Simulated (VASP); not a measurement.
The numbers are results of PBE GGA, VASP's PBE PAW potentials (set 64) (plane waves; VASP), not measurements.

A VASP calculation is set up with these files.

INCAR:
```
ALGO  =  Normal
EDIFF  =  1E-6
ENCUT  =  400
GGA  =  PE
ISIF  =  2
ISMEAR  =  0
LASPH  =  T
LCHARG  =  F
LMAXMIX  =  4
LREAL  =  F
LWAVE  =  F
NELM  =  100
PREC  =  Accurate
SIGMA  =  0.2
SYSTEM  =  TiB2
```

KPOINTS:
```
Automatic mesh
0
Gamma
8 8 7
0 0 0
```

File POSCAR:
```
TiB2
6.460
  0.2345201238  -0.4062007740   0.0000000000
  0.2345201238   0.4062007740   0.0000000000
  0.0000000000   0.0000000000   0.5000000000
Ti B
1 2
Cart
 -0.0025956687   0.0030822515   0.0017680000
  0.2321585062   0.1291328509   0.2395085000
  0.2394774102  -0.1322151023   0.2587235000
```

POTCAR, in this order: Ti_sv B (PBE.64 set). Program: vasp_std.

Problem. What will the output report for the number of irreducible k-points (NKPTS), largest plane-wave count, number of space-group operations, FFT grid (NGX, NGY, NGZ)?

Solution. 
```
Property                                      Result
--------------------------------------  ------------
number of irreducible k-points (NKPTS)           226
largest plane-wave count                         480
number of space-group operations                   1
FFT grid (NGX, NGY, NGZ)                20 × 20 × 24
```

The structure is a typed TiB2 crystal. The cell was not relaxed at this level, atoms are displaced from their ideal sites.
